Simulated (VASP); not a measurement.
These are LDA (Ceperley-Alder, Perdew-Zunger), VASP's LDA PAW potentials (set 64) (plane waves; VASP) values and carry that method's errors.

The input files of a VASP run:

INCAR:
```
SYSTEM = Nb3Sn
PREC = Accurate
ENCUT = 500
EDIFF = 1E-6
NELM = 100
ALGO = Normal
LREAL = .FALSE.
LASPH = .TRUE.
ISMEAR = 1
SIGMA = 0.1
LMAXMIX = 4
LWAVE = .FALSE.
LCHARG = .FALSE.
IBRION = 2
ISIF = 3
NSW = 40
EDIFFG = -0.02
PSTRESS = 300
```

**KPOINTS**
```
kpoints
0
Gamma
 6 6 6
0 0 0
```

POSCAR:
```
Nb3Sn
1
    5.0670652238     0.0000000000     0.0000000000
    0.0000000000     5.0670652238     0.0000000000
    0.0000000000     0.0000000000     5.0670652238
Nb Sn
6 2
Direct
  0.2500000000   0.0000000000   0.5000000000
  0.5000000000   0.2500000000   0.0000000000
  0.5000000000   0.7500000000   0.0000000000
  0.7500000000   0.0000000000   0.5000000000
  0.0000000000   0.5000000000   0.7500000000
  0.0000000000   0.5000000000   0.2500000000
  0.5000000000   0.5000000000   0.5000000000
  0.0000000000   0.0000000000   0.0000000000
```

POTCAR, in this order: Nb_sv Sn_d (LDA.64 set). Program: vasp_std.

Energy and stress use the plane-wave basis of the starting cell. Unless said otherwise, spin-orbit coupling is left out, though it shifts the bands of the heavy elements here.

Question: Predict the energy per atom (σ→0), volume per atom, band gap (on the k-mesh).

Answer: 
The energy per atom (σ→0) is -9.603 eV/atom. The band gap (on the k-mesh) comes out as none (metal, semimetal or under 0.01 eV). The volume per atom is 15.70 Å³/atom.

### OSZICAR
```
...
DAV:   2    -0.768280657449E+02    0.11726E-02   -0.78689E-03  3348   0.758E-01    0.185E-01
DAV:   3    -0.768274209542E+02    0.64479E-03   -0.39216E-03  3782   0.433E-01    0.117E-01
DAV:   4    -0.768274266996E+02   -0.57454E-05   -0.46872E-04  3588   0.126E-01    0.468E-02
DAV:   5    -0.768274441441E+02   -0.17445E-04   -0.70847E-05  4096   0.448E-02    0.314E-02
DAV:   6    -0.768274509603E+02   -0.68162E-05   -0.16384E-05  3472   0.184E-02    0.121E-02
DAV:   7    -0.768274528871E+02   -0.19268E-05   -0.69664E-06  2712   0.124E-02    0.200E-03
DAV:   8    -0.768274529082E+02   -0.21088E-07   -0.83154E-07  1666   0.822E-03
   4 F= -.53314148E+02 E0= -.53314058E+02  d E =-.146861E+00
```

The compound is Nb3Sn in the A15 structure. This run relaxes it under an external pressure of 30 GPa. Symmetry was kept, so distortions that lower it aren't found.
